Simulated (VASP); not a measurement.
Given:

```xyz
3
Lattice="4.3100 0.0000 0.0000 -2.1550 3.7326 0.0000 0.0000 0.0000 3.4638" Properties=species:S:1:pos:R:3 pbc="T T T"
Zr     0.0000     0.0000     0.0000
Ge     0.0000     2.4884     1.7319
Ge     2.1550     1.2442     1.7319
```

All values below come from PBEsol GGA, VASP's PBE PAW potentials (set 64) (plane waves; VASP). Run with 400 eV cut-off, 9×9×10 Γ-centred mesh, tetrahedra with Blöchl corrections, potentials Zr_sv Ge_d.

Estimate the energy per atom (σ→0), band gap (on the k-mesh) with the smallest direct gap where there is one.

| Quantity | Result |
|---|---|
| band gap (on the k-mesh) | none (metal, semimetal or under 0.01 eV) |
| energy per atom (σ→0) | -6.504 eV/atom |

The structure was generated: ZrGe2 was put into the AlB2 type (P6/mmm), which need not be its known phase. It was relaxed first, which changed the volume by -32 %.
